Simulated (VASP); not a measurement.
Data:

```
ZnS
1.0
    0.00000     2.53028     2.53028
    2.53028     0.00000     2.53028
    2.53028     2.53028     0.00000
Zn S
1 1
Direct
  0.00000   0.00000   0.00000
  0.25000   0.25000   0.25000
```

Calculation: PBEsol GGA, VASP's PBE PAW potentials (set 64) (plane waves; VASP 6.6.1). Run with 500 eV cut-off, 9×9×9 Γ-centred mesh, Gaussian smearing of 0.050 eV, potentials Zn S.

Problem. Predict the energy per atom (σ→0), pressure.

Solution. 
```
Quantity                        Value
---------------------  --------------
energy per atom (σ→0)  -3.630 eV/atom
pressure                    19.98 GPa
```

The absolute energy has meaning only against runs of the same code, potentials and settings.

The structure was generated: ZnS was put into the zinc blende type (F-43m), which need not be its known phase. It was relaxed first under an external pressure of 20 GPa.
